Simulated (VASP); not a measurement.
Here is the system:

```
CELL_PARAMETERS angstrom
     -2.43105     2.43105     3.59306
      2.43105    -2.43105     3.59306
      2.43105     2.43105    -3.59306
ATOMIC_POSITIONS crystal
  Na 0.00000 0.00000 0.00000
  Cd 0.75000 0.25000 0.50000
  Cd 0.25000 0.75000 0.50000
  Cd 0.50000 0.50000 0.00000
```

The numbers are results of PBEsol GGA, VASP's PBE PAW potentials (set 64) (plane waves; VASP 6.6.1), not measurements. Settings: 400 eV cut-off, Gaussian smearing of 0.050 eV, potentials Na_pv Cd.

Q: Predict the band gap (along the path) with the smallest direct gap where there is one.

A: 
```json
{
 "band gap (along the path)": "none (metal, semimetal or under 0.01 eV)"
}
```

Only differences to runs with the same potentials and settings are physical.

The structure comes from a computed database's NaCd3 entry (I4/mmm); how it stands against other phases isn't given here. It was relaxed first. The electron count is odd and the run is not spin-polarised, which forces a metal.
